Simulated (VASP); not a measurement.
OSZICAR of a VASP run on Co (relaxed from the diamond structure, space group Fd-3m):

OSZICAR:
```
       N       E                     dE             d eps       ncg     rms          rms(c)
DAV:   1     0.842198962234E+02    0.84220E+02   -0.72975E+03  3120   0.147E+03
DAV:   2    -0.116957271137E+02   -0.95916E+02   -0.88684E+02  3125   0.272E+02
DAV:   3    -0.145572200205E+02   -0.28615E+01   -0.27656E+01  3618   0.648E+01
DAV:   4    -0.146039773611E+02   -0.46757E-01   -0.46704E-01  4006   0.699E+00
DAV:   5    -0.146050761599E+02   -0.10988E-02   -0.10982E-02  3746   0.995E-01    0.126E+01
DAV:   6    -0.134638746277E+02    0.11412E+01   -0.22741E+01  3170   0.872E+01    0.667E+00
DAV:   7    -0.126720537904E+02    0.79182E+00   -0.41516E+00  3175   0.368E+01    0.166E+00
DAV:   8    -0.126468883795E+02    0.25165E-01   -0.29194E-02  3807   0.229E+00    0.662E-01
DAV:   9    -0.126414073828E+02    0.54810E-02   -0.59404E-03  4572   0.115E+00    0.101E-01
DAV:  10    -0.126413751572E+02    0.32226E-04   -0.24480E-04  3397   0.256E-01    0.319E-02
DAV:  11    -0.126413766189E+02   -0.14617E-05   -0.90644E-06  4355   0.449E-02    0.236E-03
DAV:  12    -0.126413761900E+02    0.42887E-06   -0.28680E-07  3144   0.792E-03    0.148E-03
DAV:  13    -0.126413761150E+02    0.74992E-07   -0.21519E-08  1780   0.169E-03
   1 F= -.12641376E+02 E0= -.12641376E+02  d E =0.000000E+00
```

**Question.** Which electronic solver shows in the log?

**Answer.** It is blocked Davidson (ALGO = Normal, or the opening steps of other solvers). The INCAR had ALGO = Normal.

**Question.** How was spin treated?

**Answer.** Without spin polarisation: there is no mag entry.

**Question.** Can the final energy be trusted as converged?

**Answer.** The run converged. It stopped with EDIFF = 1E-7, NELM = 100 (PBEsol GGA, plane waves, VASP's PBE PAW potentials (set 64)).

The structure was generated: Co was put into the diamond type (Fd-3m), which need not be its known phase. It was relaxed first. The run is not spin-polarised, so no magnetic state was tried.
